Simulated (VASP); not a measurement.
The system is TaTlH4.

```xyz
6
Lattice="0.0000 3.4154 3.4154 3.4154 0.0000 3.4154 3.4154 3.4154 0.0000" Properties=species:S:1:pos:R:3 pbc="T T T"
Ta    5.1231    5.1231    5.1231
Tl    0.0000    0.0000    0.0000
H     2.5698    4.2610    4.2610
H     2.5698    2.5698    2.5698
H     4.2610    2.5698    4.2610
H     4.2610    4.2610    2.5698
```

The cell was built by a generator and needn't be a form met in nature.

The cell isn't the ideal one: species swapped into the CeMnNi4 type (F-43m, No. 216).

* Program: VASP 6.6.1
* Task: relaxation of cell and atoms
* Functional: PBE
* Potentials or basis: VASP PAW PBE potentials, release 64 (Ta_pv, Tl_d, H)
* Cutoff: 600 eV
* k mesh: 4 × 4 × 4
* Occupations: gaussian, width 0.1 eV
* Spin: no spin polarisation

At the start: pressure -13.9 GPa; volume 13.28 Å³/atom.

Q: Where does the relaxation end?

A: Over 10 steps the energy falls by 173.7 meV/atom and the volume is 10.44 Å³/atom (-21.4 %); space group F-43m (No. 216, to 0.05 Å).

The path:
```
step  energy change (eV)  largest force (eV/Å)  pressure (GPa)  volume (Å³)
   1              0.0000                0.2512          -13.87        79.68
   2             -0.8484                0.2762           -6.00        67.14
   3             -0.9467                0.2791           -0.63        62.83
   4             -0.9480                0.2792            0.33        62.22
   5             -0.9638                0.2539            0.37        62.21
   6             -1.0022                0.1776            0.48        62.16
   7             -1.0391                0.0336            0.86        62.06
   8             -1.0404                0.0041            0.96        62.04
   9             -1.0351                0.0064           -1.82        63.90
  10             -1.0423                0.0047           -0.02        62.66
```

Final structure:
```yaml
crystal:
  lattice:
    - [0.00000, 3.15243, 3.15243]
    - [3.15243, 0.00000, 3.15243]
    - [3.15243, 3.15243, 0.00000]
  atoms:
    - { symbol: Ta, position: [0.75000, 0.75000, 0.75000] }
    - { symbol: Tl, position: [0.00000, 0.00000, 0.00000] }
    - { symbol: H, position: [0.81987, 0.39338, 0.39338] }
    - { symbol: H, position: [0.39338, 0.39338, 0.39338] }
    - { symbol: H, position: [0.39338, 0.81987, 0.39338] }
    - { symbol: H, position: [0.39338, 0.39338, 0.81987] }
```

Caveat: the k mesh is coarse (spacing up to 0.40 Å⁻¹), so the values aren't converged; the volume moved by over 15 % at a fixed basis, so the end points are rough.
